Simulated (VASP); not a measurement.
Consider the following.

```
CELL_PARAMETERS angstrom
      4.50648     0.00000     0.00000
      0.00000     4.50648     0.00000
      0.00000     0.00000     3.00672
ATOMIC_POSITIONS crystal
  Mg 0.00000 0.00000 0.00000
  Mg 0.50000 0.50000 0.50000
  H  0.30425 0.30425 0.00000
  H  0.80425 0.19575 0.50000
  H  0.19575 0.80425 0.50000
  H  0.69575 0.69575 0.00000
```

Calculation: PW91 GGA, VASP's PBE PAW potentials (set 64) (plane waves; VASP). Settings: 520 eV cut-off, Gaussian smearing of 0.050 eV, potentials Mg H.

Question: Give the energies of bands 1 to 7 at the high-symmetry points, in eV from the valence-band maximum.

Answer: 
| band | Γ | X | M | Z | R | A |
|---|---|---|---|---|---|---|
| 1 | -6.43 | -4.81 | -3.74 | -3.00 | -2.26 | -1.87 |
| 2 | -1.45 | -4.81 | -3.74 | -3.00 | -2.26 | -1.87 |
| 3 | -1.45 | -0.51 | -2.73 | -0.08 | -1.07 | -0.94 |
| 4 | -0.42 | -0.51 | -2.73 | -0.08 | -1.07 | -0.94 |
| 5 | 4.77 | 5.38 | 9.09 | 6.37 | 5.22 | 3.91 |
| 6 | 5.06 | 5.38 | 9.09 | 6.37 | 5.22 | 3.91 |
| 7 | 9.21 | 10.12 | 9.23 | 6.86 | 6.85 | 4.23 |

The gap is indirect, 3.77 eV, from the valence maximum at M-Γ at 0.67 to the conduction minimum at A-Z at 0.22.

The compound is MgH2 in the rutile structure. It was relaxed first.
